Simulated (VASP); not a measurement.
Calculation: PBE GGA, VASP's PBE PAW potentials (set 64) (plane waves; VASP).

VASP ran on this input.

File POSCAR:
```
ZnO
1
    1.6575000000    -2.8708750000     0.0000000000
    1.6575000000     2.8708750000     0.0000000000
    0.0000000000     0.0000000000     5.3142000000
Zn O
2 2
Direct
  0.6666670000   0.3333330000   0.5000000000
  0.3333330000   0.6666670000   0.0000000000
  0.6666670000   0.3333330000   0.8820000000
  0.3333330000   0.6666670000   0.3820000000
```

**INCAR**
```
ENCUT=250   ! plane-wave cut-off (eV)
LREAL=.FALSE.   ! projection in real space or not
LASPH=.TRUE.
LMAXMIX=4   ! l cut-off of mixed one-centre charges
NELM=100
LCHARG=.FALSE.
LWAVE=.FALSE.
GGA=PE
PREC=Accurate
EDIFF=1E-6   ! SCF stop (eV)
ISMEAR=0
ALGO=Normal   ! blocked Davidson
SIGMA=0.05   ! width (eV)
ISIF=2   ! forces and stress, cell fixed
SYSTEM=ZnO
```

**KPOINTS**
```
Regular mesh
0
Gamma
  7 7 4
0 0 0
```

POTCAR, in this order: Zn O (PBE.64 set). Program: vasp_std.

Output

### OUTCAR
```
 ion  position               nearest neighbor table
   1  0.667  0.333  0.500-   4 2.01   4 2.01   4 2.01   3 2.03
   2  0.333  0.667  0.000-   3 2.01   3 2.01   3 2.01   4 2.03
   3  0.667  0.333  0.882-   2 2.01   2 2.01   2 2.01   1 2.03
   4  0.333  0.667  0.382-   1 2.01   1 2.01   1 2.01   2 2.03
  LATTYP: Found a hexagonal cell.
 ALAT       =     3.3150006811
 C/A-ratio  =     1.6030765937
 Subroutine PRICEL returns:
 Original cell was already a primitive cell.
 Subroutine GETGRP returns: Found 12 space group operations
The static configuration has the point symmetry C_3v.
 The point group associated with its full space group is C_6v.
The dynamic configuration has the point symmetry C_3v.
 Subroutine INISYM returns: Found 12 space group operations
 Subroutine IBZKPT returns following result:
 Found     24 irreducible k-points:

 Following reciprocal coordinates:
            Coordinates               Weight
  0.000000  0.000000  0.000000      1.000000
  0.142857 -0.000000  0.000000      6.000000
  0.285714 -0.000000  0.000000      6.000000
  0.428571  0.000000  0.000000      6.000000
  0.142857  0.142857  0.000000      6.000000
...
```

OSZICAR:
```
       N       E                     dE             d eps       ncg     rms          rms(c)
DAV:   1     0.192252360983E+03    0.19225E+03   -0.12470E+04  1056   0.134E+03
DAV:   2    -0.491849372609E+01   -0.19717E+03   -0.19050E+03  1176   0.310E+02
DAV:   3    -0.202897056837E+02   -0.15371E+02   -0.15300E+02  1254   0.991E+01
DAV:   4    -0.204339010072E+02   -0.14420E+00   -0.14412E+00  1158   0.102E+01
DAV:   5    -0.204345424448E+02   -0.64144E-03   -0.64143E-03  1242   0.616E-01    0.128E+01
DAV:   6    -0.186287536284E+02    0.18058E+01   -0.40844E+00  1930   0.479E+01    0.839E+00
DAV:   7    -0.185894858113E+02    0.39268E-01   -0.11751E+00  1056   0.859E+00    0.437E+00
DAV:   8    -0.185549427439E+02    0.34543E-01   -0.27368E-01  1352   0.446E+00    0.862E-01
DAV:   9    -0.185363175010E+02    0.18625E-01   -0.53838E-02  1564   0.449E+00    0.140E-01
DAV:  10    -0.185381755183E+02   -0.18580E-02   -0.18571E-02  1074   0.988E-01    0.138E-01
DAV:  11    -0.185380740096E+02    0.10151E-03   -0.45687E-04  1246   0.277E-01    0.742E-02
DAV:  12    -0.185380114247E+02    0.62585E-04   -0.30555E-04  1412   0.255E-01    0.174E-02
DAV:  13    -0.185380154468E+02   -0.40220E-05   -0.66339E-05  1166   0.140E-01    0.741E-03
DAV:  14    -0.185380141509E+02    0.12959E-05   -0.68319E-06  1292   0.379E-02    0.221E-03
DAV:  15    -0.185380142889E+02   -0.13799E-06   -0.16435E-06   552   0.979E-03
   1 F= -.18538014E+02 E0= -.18538014E+02  d E =-.946091E-11
```

OUTCAR:
```
------------------------ aborting loop because EDIFF is reached ----------------------------------------
  FORCE on cell =-STRESS in cart. coord.  units (eV):
  Direction    XX          YY          ZZ          XY          YZ          ZX
  --------------------------------------------------------------------------------------
  Total      -22.3557748    -22.3557870    -22.2290021      0.0000000      0.0000000      0.0000000
  in kB     -708.2141462   -708.2145342   -704.1980832      0.0000000      0.0000000      0.0000000
  external PRESSURE =    -706.8755879 kB  Pullay stress =       0.0000000 kB
  volume of cell :       50.57
      direct lattice vectors                 reciprocal lattice vectors
     1.657500000 -2.870875000  0.000000000     0.301659125 -0.174162929  0.000000000
     1.657500000  2.870875000  0.000000000     0.301659125  0.174162929  0.000000000
     0.000000000  0.000000000  5.314200000     0.000000000  0.000000000  0.188175078
  FREE ENERGIE OF THE ION-ELECTRON SYSTEM (eV)
  ---------------------------------------------------
  free  energy   TOTEN  =       -18.5380142889 eV

  energy  without entropy=      -18.5380142889  energy(sigma->0) =      -18.53801429
```
(Selected blocks of OUTCAR.)

At this cut-off the stress carries a Pulay error, which pulls relaxed volumes low.

The compound is ZnO in the wurtzite structure. The cell was not relaxed at this level. The run is one of a series of settings (ENCUT = 250 against the base run), some of them coarse on purpose.
